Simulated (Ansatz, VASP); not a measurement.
## One calculation of WAuS4, two programs

```
W S Au
1.0
     4.38270    0.00000    0.00000
    -2.19135    3.79553    0.00000
     0.00000    0.00000    5.94399
W S Au
1 4 1
Direct
  0.00000 0.00000 0.50000
  0.33333 0.66667 0.69684
  0.33333 0.66667 0.30316
  0.66667 0.33333 0.69684
  0.66667 0.33333 0.30316
  0.00000 0.00000 0.00000
```

Change from the starting cell: species swapped into the TiCrB4 type (P6/mmm, No. 191).

Alike in both runs: functional PBE; k mesh 12 × 12 × 6; occupations gaussian, width 0.1 eV; no spin polarisation.

Ansatz relaxed the structure, and its values are those at the end. VASP's run is a single point on that final structure, the one shown.

|  | VASP | Ansatz |
| --- | --- | --- |
| version | VASP 6.6.1 | Ansatz 0.2.0 |
| potentials or method | VASP PAW PBE potentials, release 64 (W_sv, S, Au) | scalar-relativistic, plane waves, PAW |
| plane-wave cutoff (eV) | 520 | 420 |
| valence electrons in the cell | 49 | 57 |

VASP gave:

| Property | Result |
| --- | --- |
| gap on the k mesh at the Fermi level (eV) | none |
| pressure (GPa) | -0.1 |
| rms of the force components (eV/Å) | 0.016 |

Q: What did Ansatz give for the same quantities?

A: gap on the k mesh at the Fermi level (eV): none; pressure (GPa): 0.0; rms of the force components (eV/Å): 0.000.

A gap of «none» marks a metal or a gap that the smearing closes. The functional is the same, so the differences come from potentials, cutoffs and numerics. The two sets of potentials don't hold the same shells in valence.

Spin-orbit coupling is left out, which matters for the levels of Au, W.
